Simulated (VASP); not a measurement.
A convergence study with VASP on Be$_{2}$C (antifluorite): one setting is varied, all else stays as given below, so the limit is that of these other settings.

```
Be2C
1.0
    0.00000     2.17000     2.17000
    2.17000     0.00000     2.17000
    2.17000     2.17000     0.00000
Be C
2 1
Direct
  0.25000   0.25000   0.25000
  0.75000   0.75000   0.75000
  0.00000   0.00000   0.00000
```

Method: PBE GGA, VASP's PBE PAW potentials (set 64) (plane waves; VASP). The tightest run used: 700 eV cut-off, 18×18×18 Γ-centred mesh, Gaussian smearing of 0.050 eV, potentials Be C.

Question: The settings run are 1×1×1 mesh; 2×2×2 mesh; 3×3×3 mesh; 4×4×4 mesh; 5×5×5 mesh; 6×6×6 mesh; 7×7×7 mesh; 8×8×8 mesh; 9×9×9 mesh; 10×10×10 mesh; 11×11×11 mesh; 12×12×12 mesh; 13×13×13 mesh; 14×14×14 mesh; 15×15×15 mesh; 16×16×16 mesh; 17×17×17 mesh; 18×18×18 mesh. From which on does the stress (every component) stay within 0.1 GPa of the tightest run?

Answer: From 4×4×4 mesh on: it is off by 0.04 there and by no more than 0.1 in any finer run, while 3×3×3 mesh is off by 1.06.
| setting | E (eV/atom) | pressure (GPa) | irreducible k-points | difference judged (GPa) |
|---|---|---|---|---|
| 1×1×1 mesh | 2.5814 | 129.82 | 1 | 131.23 |
| 2×2×2 mesh | -4.9729 | 9.79 | 3 | 11.20 |
| 3×3×3 mesh | -5.6836 | -0.35 | 4 | 1.06 |
| 4×4×4 mesh | -5.7905 | -1.37 | 8 | 0.04 |
| 5×5×5 mesh | -5.8125 | -1.45 | 10 | 0.03 |
| 6×6×6 mesh | -5.8179 | -1.43 | 16 | 0.02 |
| 7×7×7 mesh | -5.8193 | -1.42 | 20 | 0.01 |
| 8×8×8 mesh | -5.8197 | -1.41 | 29 | 0.00 |
| 9×9×9 mesh | -5.8198 | -1.42 | 35 | 0.00 |
| 10×10×10 mesh | -5.8199 | -1.41 | 47 | 0.00 |
| 11×11×11 mesh | -5.8199 | -1.41 | 56 | 0.00 |
| 12×12×12 mesh | -5.8199 | -1.41 | 72 | 0.00 |
| 13×13×13 mesh | -5.8199 | -1.41 | 84 | 0.00 |
| 14×14×14 mesh | -5.8199 | -1.41 | 104 | 0.00 |
| 15×15×15 mesh | -5.8199 | -1.41 | 120 | 0.00 |
| 16×16×16 mesh | -5.8199 | -1.41 | 145 | 0.00 |
| 17×17×17 mesh | -5.8199 | -1.41 | 165 | 0.00 |
| 18×18×18 mesh | -5.8199 | -1.41 | 195 | 0.00 |

Left out are rungs that failed or repeat a setting and relaxations that didn't move; long series are thinned to 24 rows.

The compound is Be2C in the antifluorite structure. The cell was not relaxed at this level.
